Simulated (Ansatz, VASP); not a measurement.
## AlIr6: VASP beside Ansatz

```xyz
7
Lattice="5.9425 0.0000 0.0000 0.0000 5.9425 0.0000 0.0000 0.0000 5.9425" Properties=species:S:1:pos:R:3 pbc="T T T"
Al    0.0000    0.0000    0.0000
Ir    1.1781    2.9712    2.9712
Ir    2.9712    1.1781    2.9712
Ir    4.7644    2.9712    2.9712
Ir    2.9712    4.7644    2.9712
Ir    2.9712    2.9712    1.1781
Ir    2.9712    2.9712    4.7644
```

Change from the starting cell: species swapped into the GdB6 type (Pm-3m, No. 221).

Alike in both runs: task relaxation of cell and atoms; functional PBE; k mesh 6 × 6 × 6; occupations gaussian, width 0.1 eV; no spin polarisation.

|  | VASP | Ansatz |
| --- | --- | --- |
| version | VASP 6.6.1 | Ansatz 0.2.0 |
| potentials or method | VASP PAW PBE potentials, release 64 (Al, Ir) | scalar-relativistic, plane waves, PAW |
| plane-wave cutoff (eV) | 600 | 420 |
| valence electrons in the cell | 57 | 105 |

Ansatz gave:

```
gap on the k mesh at the Fermi level, each at its own relaxed structure (eV) : none
relaxed volume (Å³/atom)                                                     : 29.98
relaxed cell length with the largest relative difference (Å)                 : 5.942
```

Task: Estimate VASP's values.

Result: gap on the k mesh at the Fermi level, each at its own relaxed structure (eV): none; relaxed volume (Å³/atom): 30.00; relaxed cell length with the largest relative difference (Å): 5.944.

A gap of «none» marks a metal or a gap that the smearing closes. The two sets of potentials don't hold the same shells in valence.

Spin-orbit coupling is left out, which matters for the levels of Ir.
